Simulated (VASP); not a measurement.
Given:

```
CELL_PARAMETERS angstrom
      0.00000     2.35356     2.35356
      2.35356     0.00000     2.35356
      2.35356     2.35356     0.00000
ATOMIC_POSITIONS crystal
  Cd 0.00000 0.00000 0.00000
  O  0.50000 0.50000 0.50000
```

Calculation: PBEsol GGA, VASP's PBE PAW potentials (set 64) (plane waves; VASP 6.6.1). Numerical set-up: PREC = Normal, EDIFF = 1E-5, 450 eV cut-off, 11×11×11 Γ-centred mesh, Gaussian smearing of 0.050 eV, potentials Cd O.

At this cut-off the stress carries a Pulay error, which pulls relaxed volumes low.

Question: What does the run give for the energy per atom (σ→0), pressure, band gap (on the k-mesh) with the smallest direct gap where there is one?

Answer: 
The band gap (on the k-mesh) is none (metal, semimetal or under 0.01 eV), the energy per atom (σ→0) comes out as -410.4 kJ/mol of atoms and the pressure is -1.19 GPa.

The absolute energy has meaning only against runs of the same code, potentials and settings.

The compound is CdO in the rock salt structure. It was relaxed first.
